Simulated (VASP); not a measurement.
All values below come from MS2 meta-GGA, VASP's PBE PAW potentials (set 64) (plane waves; VASP).

VASP ran on this input.

File POSCAR:
```
Dy
1
    1.7903912086    -3.1010483408    -0.0000000000
    1.7903912086     3.1010483408     0.0000000000
   -0.0000000000     0.0000000000     5.4965774472
Dy
2
Direct
  0.3333330000   0.6666670000   0.2500000000
  0.6666670000   0.3333330000   0.7500000000
```

**INCAR**
```
# general
SYSTEM  = Dy
PREC    = Accurate
ENCUT   = 520
LREAL   = F
LASPH   = T   # aspherical one-centre terms

# electronic loop
EDIFF   = 1E-6
NELM    = 100   # most electronic steps
ALGO    = Normal   # blocked Davidson
LMAXMIX = 6   # l cut-off of mixed one-centre charges
LMIXTAU = T

# smearing
ISMEAR  = 1
SIGMA   = 0.1   # width (eV)

# functional
METAGGA = MS2

# ions
IBRION  = 2   # conjugate gradients
NSW     = 60
ISIF    = 3   # ions, shape and volume
EDIFFG  = -0.01   # ionic stop

# output
LWAVE   = F
LCHARG  = F
```

KPOINTS:
```
Automatic mesh
0
G
 11 11 6
0 0 0
```

POTCAR, in this order: Dy_3 (PBE.64 set). Program: vasp_std.

Output of the run:

### OSZICAR
```
       N       E                     dE             d eps       ncg     rms          rms(c)
DAV:   1     0.745906661978E+02    0.74591E+02   -0.90277E+03  1664   0.129E+03
DAV:   2     0.152200439040E+02   -0.59371E+02   -0.58392E+02  1674   0.326E+02
DAV:   3     0.118811385579E+02   -0.33389E+01   -0.31169E+01  2273   0.433E+01
DAV:   4     0.117532924609E+02   -0.12785E+00   -0.12546E+00  2087   0.876E+00
DAV:   5     0.117493884868E+02   -0.39040E-02   -0.39000E-02  2335   0.121E+00    0.336E+01
DAV:   6     0.166600084090E+02    0.49106E+01   -0.52362E+00  1664   0.260E+01    0.147E+01
DAV:   7     0.187023350007E+02    0.20423E+01   -0.17898E+00  2107   0.143E+01    0.857E-01
DAV:   8     0.183200165340E+02   -0.38232E+00   -0.23937E-01  1979   0.563E+00    0.184E+00
DAV:   9     0.184359886766E+02    0.11597E+00   -0.17463E-01  1699   0.434E+00    0.222E+00
DAV:  10     0.183234545428E+02   -0.11253E+00   -0.53590E-02  1674   0.282E+00    0.121E+00
DAV:  11     0.183037430599E+02   -0.19711E-01   -0.33004E-02  1664   0.242E+00    0.148E-01
DAV:  12     0.183067027186E+02    0.29597E-02   -0.47488E-03  1814   0.761E-01    0.961E-02
DAV:  13     0.183010246555E+02   -0.56781E-02   -0.61930E-03  1679   0.865E-01    0.419E-02
DAV:  14     0.183034280826E+02    0.24034E-02   -0.16561E-02  1664   0.158E+00    0.146E-01
DAV:  15     0.183035108208E+02    0.82738E-04   -0.45745E-04  2054   0.220E-01    0.833E-02
DAV:  16     0.183033541764E+02   -0.15664E-03   -0.54030E-05  1819   0.665E-02    0.663E-02
DAV:  17     0.183033073057E+02   -0.46871E-04   -0.34642E-05  1774   0.766E-02    0.440E-02
DAV:  18     0.183031142362E+02   -0.19307E-03   -0.28425E-04  1704   0.146E-01    0.698E-03
DAV:  19     0.183030759452E+02   -0.38291E-04   -0.42686E-05  1714   0.600E-02    0.343E-03
DAV:  20     0.183030755999E+02   -0.34528E-06   -0.84245E-07  1709   0.935E-03
   1 F= 0.18303076E+02 E0= 0.18302151E+02  d E =0.183031E+02
```

### OUTCAR
```
------------------------ aborting loop because EDIFF is reached ----------------------------------------
  FORCE on cell =-STRESS in cart. coord.  units (eV):
  Direction    XX          YY          ZZ          XY          YZ          ZX
  --------------------------------------------------------------------------------------
  Total        0.0126854      0.0126854      0.0089912     -0.0000000      0.0000000     -0.0000000
  in kB        0.3329930      0.3329930      0.2360216     -0.0000000      0.0000000     -0.0000000
  external PRESSURE =       0.3006692 kB  Pullay stress =       0.0000000 kB
  volume of cell :       61.03
      direct lattice vectors                 reciprocal lattice vectors
     1.790391209 -3.101048341  0.000000000     0.279268574 -0.161235797  0.000000000
     1.790391209  3.101048341  0.000000000     0.279268574  0.161235797  0.000000000
     0.000000000  0.000000000  5.496577447     0.000000000  0.000000000  0.181931395
 POSITION                                       TOTAL-FORCE (eV/Angst)
 -----------------------------------------------------------------------------------
      1.79039      1.03368      1.37414         0.000000      0.000000      0.000000
      1.79039     -1.03368      4.12243        -0.000000     -0.000000      0.000000
 -----------------------------------------------------------------------------------
    total drift:                                0.000000      0.000111     -0.000009
  FREE ENERGIE OF THE ION-ELECTRON SYSTEM (eV)
  ---------------------------------------------------
  free  energy   TOTEN  =        18.3030755999 eV

  energy  without entropy=       18.3003030972  energy(sigma->0) =       18.30215143

 reached required accuracy - stopping structural energy minimisation
```
(Selected blocks of OUTCAR.)

The 4f electrons are frozen in the core of the lanthanide potential, so 4f levels, which can set the real gap, and their magnetism are missing.

The compound is Dy in the hcp structure. It was relaxed first. The start is the result of an earlier pass.
